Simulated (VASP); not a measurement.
These are PBE GGA, VASP's PBE PAW potentials (set 64) (plane waves; VASP 6.6.1) values and carry that method's errors.

VASP ran on this input.

POSCAR:
```
TiC
1
    0.0000000000     2.1228685667     2.1228685667
    2.1228685667     0.0000000000     2.1228685667
    2.1228685667     2.1228685667     0.0000000000
Ti C
1 1
Direct
  0.0000000000   0.0000000000   0.0000000000
  0.5000000000   0.5000000000   0.5000000000
```

### INCAR
```
SYSTEM=TiC
PREC=Accurate; ENCUT=520; LREAL=.FALSE.
LASPH=.TRUE.
EDIFF=1E-7; NELM=100; ALGO=Normal
LMAXMIX=4
ISMEAR=1; SIGMA=0.1
GGA=PE
ISIF=2
LWAVE=.FALSE.; LCHARG=.FALSE.
```

### KPOINTS
```
kpoints
0
Gamma
  14 14 14
0 0 0
```

POTCAR, in this order: Ti_sv C (PBE.64 set). Program: vasp_std.

Q: What does the run give for the energy per atom (σ→0), pressure, band gap (on the k-mesh)?

A: 
```
Item                                                         Value
------------------------  ----------------------------------------
energy per atom (σ→0)                               -9323 meV/atom
band gap (on the k-mesh)  none (metal, semimetal or under 0.01 eV)
pressure                                                 17.43 GPa
```

OSZICAR:
```
...
DAV:   9    -0.186489363289E+02   -0.10257E-01   -0.72169E-02  3064   0.303E+00    0.839E-01
DAV:  10    -0.186459384795E+02    0.29978E-02   -0.14872E-02  3144   0.187E+00    0.399E-01
DAV:  11    -0.186455070160E+02    0.43146E-03   -0.27094E-03  2832   0.723E-01    0.733E-02
DAV:  12    -0.186454537517E+02    0.53264E-04   -0.27646E-04  2668   0.271E-01    0.216E-02
DAV:  13    -0.186454409440E+02    0.12808E-04   -0.29842E-05  3368   0.876E-02    0.425E-03
DAV:  14    -0.186454408096E+02    0.13442E-06   -0.90989E-07  3012   0.108E-02    0.139E-03
DAV:  15    -0.186454407715E+02    0.38015E-07   -0.23743E-07  2456   0.320E-03
   1 F= -.18645441E+02 E0= -.18645459E+02  d E =0.543841E-04
```

The compound is TiC in the rock salt structure. This cell is one point of a volume scan, at 0.94 of the reference volume.
